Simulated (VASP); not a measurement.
Write the native input for VASP 6.6.1 that does the following.

```
Task                   : relaxation of cell and atoms
Functional             : LDA
Potentials or basis    : VASP PAW LDA potentials, release 64 (Mo_sv, I)
Cutoff                 : 600 eV
k mesh                 : 7 × 7 × 5
Occupations            : fermi-dirac, width 0.05 eV
Spin                   : no spin polarisation
Further INCAR settings : ALGO = Fast; EDIFF = 1e-06; IBRION = 2; EDIFFG = -0.01; NSW = 40; ISIF = 3
```

The structure of MoI lies in POSCAR:

```
MoI
1.0
    3.6232628200      0.0000000000      0.0000000000
    0.0000000000      3.6232628200      0.0000000000
    0.0000000000      0.0000000000      5.0420814100
Mo I
1 1
Direct
    0.5000000000      0.5000000000      0.5000000000
    0.0000000000      0.0000000000      0.5000000000
```

The cell was built by a generator and needn't be a form met in nature.

One way to write it, as run:

INCAR

```
SYSTEM = MoI
PREC     = Accurate       ! precision mode
ENCUT    = 600            ! plane-wave cutoff, eV
EDIFF    = 1E-6           ! SCF threshold, eV
ISMEAR   = -1             ! smearing method
SIGMA    = 0.05           ! smearing width, eV
LREAL    = .FALSE.        ! projectors in reciprocal space
LASPH    = .TRUE.         ! aspherical terms in the spheres
NELM     = 60             ! most SCF steps
ALGO     = Fast           ! electronic algorithm
ISIF     = 3              ! what is computed and relaxed
LWAVE    = .FALSE.        ! write WAVECAR
LCHARG   = .FALSE.        ! write CHGCAR
IBRION   = 2              ! ionic algorithm
NSW      = 40             ! ionic steps
EDIFFG   = -0.01          ! ionic threshold
```

KPOINTS

```
Automatic mesh
0
G
  7 7 5
  0 0 0
```

Potentials or basis: VASP PAW LDA potentials, release 64 (Mo_sv, I).

Run with:

```bash
$ cat potpaw_LDA.64/Mo_sv/POTCAR potpaw_LDA.64/I/POTCAR > POTCAR
$ mpirun -np 1 vasp_std > vasp.out
```

Results of the run:

```
Relaxed volume                         : 22.27 Å³/atom
Relaxed cell                           : a = 3.801 Å, b = 3.801 Å, c = 3.083 Å, α = 90.00°, β = 90.00°, γ = 90.00°
Space group after relaxing (to 0.05 Å) : P4/mmm (No. 123)
Energy gained by relaxing              : 759.2 meV/atom
Ionic steps                            : 15
Pressure after relaxing                : 0.0 GPa
Band gap on the k mesh                 : none (metal or under the smearing width)
```

Caveat: the volume moved by over 15 % at a fixed basis, so the end points are rough; an odd number of electrons without spin polarisation forces a metal; a magnetic or distorted state may lie lower.

Wall time 8 min on 1 thread of AMD EPYC 7R43 64-Core Processor (Zen 3), with other jobs on the host, peak memory 0.16 GiB.
